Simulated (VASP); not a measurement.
Energy against volume of PbTe (rock salt). Method: AM05 GGA, VASP's PBE PAW potentials (set 64) (plane waves; VASP 6.6.1). Run with 520 eV cut-off, 7×7×7 Γ-centred mesh, Gaussian smearing of 0.050 eV, potentials Te Pb_d.

```csv
V (Å³/atom),E (eV/atom)
32.687,-3.82777
33.698,-3.83267
34.709,-3.82954
35.720,-3.81962
```

Fit these four points and predict the energy of the run at 31.676 Å³/atom.

A cubic in V^(−2/3), the third-order Birch-Murnaghan form, passes through the four points with V0 = 33.78 Å³/atom and B0 = 42 GPa, and gives -3.8134 eV/atom there. The run gave -3.8134 eV/atom, +0.0 meV/atom from the fit; all five points give B0 = 42 GPa.

The compound is PbTe in the rock salt structure. It was relaxed first.
